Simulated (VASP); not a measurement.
Computed with PBE GGA, VASP's PBE PAW potentials (set 64) (plane waves; VASP 6.6.1).

VASP input:

**KPOINTS**
```
k-points along high-symmetry lines
10
Line-mode
Reciprocal
  0.000000   0.000000   0.000000 ! GAMMA
  0.000000   0.500000   0.000000 ! M

  0.000000   0.500000   0.000000 ! M
 -0.333333   0.666667   0.000000 ! K

 -0.333333   0.666667   0.000000 ! K
  0.000000   0.000000   0.000000 ! GAMMA

  0.000000   0.000000   0.000000 ! GAMMA
  0.000000   0.000000   0.500000 ! A

  0.000000   0.000000   0.500000 ! A
  0.000000   0.500000   0.500000 ! L

  0.000000   0.500000   0.500000 ! L
 -0.333333   0.666667   0.500000 ! H

 -0.333333   0.666667   0.500000 ! H
  0.000000   0.000000   0.500000 ! A

  0.000000   0.500000   0.500000 ! L
  0.000000   0.500000   0.000000 ! M

 -0.333333   0.666667   0.500000 ! H
 -0.333333   0.666667   0.000000 ! K
```

### POSCAR
```
CdS
1
    2.0997287929    -3.6368367723     0.0000000000
    2.0997287929     3.6368367723     0.0000000000
    0.0000000000     0.0000000000     6.8201519537
Cd S
2 2
Direct
  0.6666670000   0.3333330000   0.5000027958
  0.3333330000   0.6666670000   0.0000027958
  0.6666670000   0.3333330000   0.8769972042
  0.3333330000   0.6666670000   0.3769972042
```

INCAR:
```
SYSTEM  =  CdS
PREC  =  Accurate; ENCUT  =  350; LREAL  =  .FALSE.
LASPH  =  .TRUE.; ICHARG  =  11
EDIFF  =  1E-6; NELM  =  100; ALGO  =  Normal
LMAXMIX  =  4
ISMEAR  =  0; SIGMA  =  0.05
GGA  =  PE
LWAVE  =  .FALSE.; LCHARG  =  .FALSE.
```

POTCAR, in this order: Cd S (PBE.64 set). Program: vasp_std. Read from the step before: CHGCAR.

Output

OSZICAR:
```
       N       E                     dE             d eps       ncg     rms          rms(c)
DAV:   1     0.194484892379E+03    0.19448E+03   -0.14555E+04  3992   0.109E+03
DAV:   2    -0.184848478201E+01   -0.19633E+03   -0.19270E+03  4500   0.311E+02
DAV:   3    -0.115221876736E+02   -0.96737E+01   -0.95838E+01  4680   0.697E+01
DAV:   4    -0.116286302913E+02   -0.10644E+00   -0.10635E+00  4620   0.680E+00
DAV:   5    -0.116305182384E+02   -0.18879E-02   -0.18876E-02  4802   0.858E-01
DAV:   6    -0.116305736143E+02   -0.55376E-04   -0.55372E-04  4734   0.135E-01
DAV:   7    -0.116305755395E+02   -0.19252E-05   -0.19251E-05  4774   0.224E-02
DAV:   8    -0.116305756116E+02   -0.72136E-07   -0.72120E-07  3364   0.405E-03
   1 F= -.11630576E+02 E0= -.11630576E+02  d E =-.622447E-14
```

### OUTCAR
```
 val. band max:        0.9123369868   @ k =   0.0000   0.0000   0.0000

 cond. band min:       2.0228527656   @ k =  -0.0000   0.0000   0.0000



 k-point     1 :       0.0000    0.0000    0.0000
  band No.  band energies     occupation
      1     -11.1758      2.00000
      2     -10.7864      2.00000
      3      -6.6239      2.00000
      4      -6.6192      2.00000
      5      -6.6192      2.00000
      6      -6.5445      2.00000
      7      -6.5445      2.00000
      8      -6.2542      2.00000
      9      -6.2542      2.00000
     10      -6.1733      2.00000
     11      -6.1733      2.00000
     12      -5.8633      2.00000
     13      -3.1847      2.00000
     14       0.2152      2.00000
     15       0.2152      2.00000
     16       0.8805      2.00000
     17       0.9123      2.00000
     18       0.9123      2.00000
     19       2.0229      0.00000
     20       3.6315      0.00000
     21       7.3851      0.00000
     22       7.3852      0.00000

 k-point     2 :       0.0000    0.0556    0.0000
  band No.  band energies     occupation
      1     -11.1657      2.00000
      2     -10.7818      2.00000
      3      -6.6224      2.00000
      4      -6.6149      2.00000
      5      -6.6098      2.00000
      6      -6.5401      2.00000
      7      -6.5386      2.00000
      8      -6.2564      2.00000
      9      -6.2543      2.00000
     10      -6.1777      2.00000
     11      -6.1724      2.00000
     12      -5.8564      2.00000
     13      -3.1645      2.00000
     14       0.0833      2.00000
     15       0.1779      2.00000
     16       0.6776      2.00000
     17       0.8609      2.00000
     18       0.8917      2.00000
     19       2.2526      0.00000
     20       3.7626      0.00000
     21       7.2619      0.00000
     22       7.4334      0.00000

 k-point     3 :       0.0000    0.1111    0.0000
  band No.  band energies     occupation
      1     -11.1362      2.00000
      2     -10.7689      2.00000
...
```

The density is held fixed in this step, so its total energy and stress have no physical meaning.

The compound is CdS in the wurtzite structure. It was relaxed first.
